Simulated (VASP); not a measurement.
Calculation: PBE GGA with spin-orbit coupling, VASP's PBE PAW potentials (set 64) (plane waves; VASP 6.6.1).

The input files of a VASP run:

File POSCAR:
```
NaSnBr3
5.4165920
  1.0000000000   0.0000000000   0.0000000000
  0.0000000000   1.0000000000   0.0000000000
  0.0000000000   0.0000000000   1.0000000000
Na Sn Br
1 1 3
Cart
  0.0000000000   0.0000000000   0.0000000000
  0.5000000000   0.5000000000   0.5000000000
  0.0000000000   0.5000000000   0.5000000000
  0.5000000000   0.5000000000   0.0000000000
  0.5000000000   0.0000000000   0.5000000000
```

INCAR:
```
# general
SYSTEM        = NaSnBr3
PREC          = Accurate
ENCUT         = 300
LREAL         = .FALSE.
LASPH         = .TRUE.

# electronic loop
EDIFF         = 1E-6
NELM          = 100
ALGO          = Normal
LMAXMIX       = 4

# smearing
ISMEAR        = 0
SIGMA         = 0.136

# functional
GGA           = PE
GGA_COMPAT    = .FALSE.

# spin
MAGMOM        = 15*0.0
LSORBIT       = .TRUE.
LNONCOLLINEAR = .TRUE.

# ions
ISIF          = 2

# output
LWAVE         = .FALSE.
LCHARG        = .FALSE.
LORBIT        = 11
```

File KPOINTS:
```
Automatic mesh
0
Gamma
3 3 3
0 0 0
```

POTCAR, in this order: Na_pv Sn_d Br (PBE.64 set). Program: vasp_ncl.

The run wrote:

OSZICAR:
```
       N       E                     dE             d eps       ncg     rms          rms(c)
DAV:   1     0.354346503148E+03    0.35435E+03   -0.14802E+04   448   0.120E+03
DAV:   2     0.345919990676E+02   -0.31975E+03   -0.31115E+03   460   0.341E+02
DAV:   3    -0.127798165041E+02   -0.47372E+02   -0.47008E+02   472   0.150E+02
DAV:   4    -0.148530001789E+02   -0.20732E+01   -0.20631E+01   464   0.349E+01
DAV:   5    -0.149128355114E+02   -0.59835E-01   -0.59806E-01   470   0.553E+00    0.924E+00
DAV:   6    -0.145637772866E+02    0.34906E+00   -0.50519E-01   516   0.371E+00    0.536E+00
DAV:   7    -0.144770415229E+02    0.86736E-01   -0.37167E-01   444   0.269E+00    0.148E+00
DAV:   8    -0.144709432958E+02    0.60982E-02   -0.11421E-02   464   0.872E-01    0.660E-01
DAV:   9    -0.144682537051E+02    0.26896E-02   -0.13956E-02   472   0.776E-01    0.132E-01
DAV:  10    -0.144677847119E+02    0.46899E-03   -0.29878E-03   446   0.402E-01    0.113E-01
DAV:  11    -0.144677977130E+02   -0.13001E-04   -0.44914E-04   448   0.161E-01    0.193E-02
DAV:  12    -0.144678005203E+02   -0.28073E-05   -0.32642E-05   566   0.478E-02    0.147E-02
DAV:  13    -0.144678027191E+02   -0.21988E-05   -0.27877E-06   440   0.180E-02    0.694E-03
DAV:  14    -0.144678040425E+02   -0.13235E-05   -0.93408E-07   312   0.642E-03    0.154E-03
DAV:  15    -0.144678041515E+02   -0.10896E-06   -0.34957E-07   270   0.601E-03
   1 F= -.14467804E+02 E0= -.14467804E+02  d E =-.635944E-11  mag=     0.0000     0.0000    -0.0000
```

File OUTCAR:
```
------------------------ aborting loop because EDIFF is reached ----------------------------------------
  FORCE on cell =-STRESS in cart. coord.  units (eV):
  Direction    XX          YY          ZZ          XY          YZ          ZX
  --------------------------------------------------------------------------------------
  Total        5.9800075      5.9800075      5.9800075     -0.0000000     -0.0000000      0.0000000
  in kB       60.2884256     60.2884256     60.2884256     -0.0000000     -0.0000000      0.0000000
  external PRESSURE =      60.2884256 kB  Pullay stress =       0.0000000 kB
  volume of cell :      158.92
      direct lattice vectors                 reciprocal lattice vectors
     5.416592000  0.000000000  0.000000000     0.184617930  0.000000000  0.000000000
     0.000000000  5.416592000  0.000000000     0.000000000  0.184617930  0.000000000
     0.000000000  0.000000000  5.416592000     0.000000000  0.000000000  0.184617930
 POSITION                                       TOTAL-FORCE (eV/Angst)
 -----------------------------------------------------------------------------------
      0.00000      0.00000      0.00000         0.000000      0.000000      0.000000
      2.70830      2.70830      2.70830         0.000000      0.000000      0.000000
      0.00000      2.70830      2.70830         0.000000      0.000000      0.000000
      2.70830      2.70830      0.00000         0.000000      0.000000      0.000000
      2.70830      0.00000      2.70830         0.000000      0.000000      0.000000
 -----------------------------------------------------------------------------------
    total drift:                                0.000000     -0.000000     -0.000000
  FREE ENERGIE OF THE ION-ELECTRON SYSTEM (eV)
  ---------------------------------------------------
  free  energy   TOTEN  =       -14.4678041515 eV

  energy  without entropy=      -14.4678041515  energy(sigma->0) =      -14.46780415

 total charge

# of ion       s       p       d       tot
------------------------------------------
    1        0.013   5.948   0.000   5.960
    2        1.398   0.830  10.044  12.272
    3        1.622   3.246   0.026   4.894
    4        1.622   3.246   0.026   4.894
    5        1.622   3.246   0.026   4.894
--------------------------------------------------
tot          6.278  16.515  10.121  32.913

 magnetization (x)

# of ion       s       p       d       tot
------------------------------------------
    1        0.000   0.000   0.000   0.000
    2       -0.000  -0.000   0.000  -0.000
    3        0.000   0.000  -0.000   0.000
    4        0.000  -0.000   0.000  -0.000
    5        0.000  -0.000   0.000   0.000
--------------------------------------------------
tot         -0.000  -0.000  -0.000  -0.000

 magnetization (y)

# of ion       s       p       d       tot
------------------------------------------
    1       -0.000  -0.000   0.000  -0.000
    2        0.000   0.000   0.000   0.000
    3        0.000  -0.000  -0.000  -0.000
    4        0.000   0.000   0.000   0.000
    5        0.000   0.000  -0.000   0.000
--------------------------------------------------
tot          0.000  -0.000   0.000   0.000

 magnetization (z)

# of ion       s       p       d       tot
------------------------------------------
    1        0.000  -0.000   0.000  -0.000
    2        0.000  -0.000   0.000  -0.000
    3        0.000   0.000   0.000   0.000
    4       -0.000   0.000  -0.000   0.000
    5        0.000  -0.000  -0.000  -0.000
--------------------------------------------------
tot          0.000  -0.000  -0.000  -0.000

 Ion:    1  E_soc:     -0.0007223

 Ion:    2  E_soc:     -0.0897930

 Ion:    3  E_soc:     -0.0542244

 Ion:    4  E_soc:     -0.0542244

 Ion:    5  E_soc:     -0.0542244
```
(Selected blocks of OUTCAR.)

At this cut-off the stress carries a Pulay error, which pulls relaxed volumes low.

The structure was generated: NaSnBr3 was put into an ordered model structure, which need not be its known phase. The cell was not relaxed at this level. The run is one of a series of settings (GGA_COMPAT = .FALSE., LNONCOLLINEAR = .TRUE., LSORBIT = .TRUE., MAGMOM = 0.0 0.0 0.0 0.0 0.0 0.0 0.0 0.0 0.0 0.0 0.0 0.0 0.0 0.0 0.0, program vasp_ncl against the base run), some of them coarse on purpose.
